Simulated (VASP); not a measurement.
These are PBEsol GGA, VASP's PBE PAW potentials (set 64) (plane waves; VASP) values and carry that method's errors.

VASP input:

**INCAR**
```
SYSTEM = Re
PREC = Accurate
ENCUT = 500
EDIFF = 1E-6
NELM = 100
ALGO = Normal
LREAL = .FALSE.
LASPH = .TRUE.
ISMEAR = 1
SIGMA = 0.1
GGA = PS
LMAXMIX = 6
LWAVE = .FALSE.
LCHARG = .FALSE.
IBRION = 2
ISIF = 3
NSW = 40
EDIFFG = -0.02
PSTRESS = 450
```

KPOINTS:
```
Automatic
0
G
15 15 9
```

**POSCAR**
```
Re
1
    1.3455976341    -2.3306433384    -0.0000000000
    1.3455976341     2.3306433384    -0.0000000000
    0.0000000000    -0.0000000000     4.3507501632
Re
2
Direct
  0.3333330000   0.6666670000   0.2500000000
  0.6666670000   0.3333330000   0.7500000000
```

POTCAR, in this order: Re (PBE.64 set). Program: vasp_std.

What will the output report for the number of irreducible k-points (NKPTS), largest plane-wave count, number of space-group operations, FFT grid (NGX, NGY, NGZ)?

```json
{
  "number of irreducible k-points (NKPTS)": "135",
  "largest_plane_wave_count": "711",
  "number_of_space_group_operations": "24",
  "FFT grid (NGX, NGY, NGZ)": "20 × 20 × 32"
}
```

The compound is Re in the hcp structure. This run relaxes it under an external pressure of 45 GPa. Symmetry was kept, so distortions that lower it aren't found.
